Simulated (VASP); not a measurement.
Given:

```
CELL_PARAMETERS angstrom
      4.41388     0.00000     0.00000
     -2.20694     3.82253     0.00000
      0.00000     0.00000     7.20606
ATOMIC_POSITIONS crystal
  Ca 0.00000 0.00000 0.00000
  Cd 0.33333 0.66667 0.63325
  Cd 0.66667 0.33333 0.36675
  As 0.33333 0.66667 0.23766
  As 0.66667 0.33333 0.76234
```

Computed with LDA (Ceperley-Alder, Perdew-Zunger), VASP's LDA PAW potentials (set 64) (plane waves; VASP). Run with 300 eV cut-off, 7×7×4 Γ-centred mesh, Fermi-Dirac smearing of 0.050 eV, potentials Ca_sv Cd As.

**Question.** Give the energies of bands 17 to 25 at the high-symmetry points, in eV from the valence-band maximum.

**Answer.** 
```csv
band,Γ,M,K,A,L,H
17,-5.09,-5.04,-4.50,-4.16,-4.99,-4.79
18,-1.29,-4.21,-4.50,-2.09,-4.87,-4.79
19,-1.29,-3.02,-3.86,-0.91,-2.34,-3.38
20,-0.27,-2.17,-2.40,-0.91,-2.23,-2.72
21,0.00,-2.13,-2.40,-0.60,-1.19,-1.56
22,0.00,-1.29,-1.95,-0.60,-1.07,-1.56
23,0.10,0.91,2.26,0.44,1.27,1.79
24,0.67,2.12,2.51,1.43,1.54,1.79
25,2.21,2.56,2.51,2.52,1.66,3.16
```

The gap is direct, 0.10 eV, from the valence maximum at Γ to the conduction minimum at Γ.

The structure comes from a computed database's CaCd2As2 entry (P-3m1); how it stands against other phases isn't given here. The cell was not relaxed at this level.
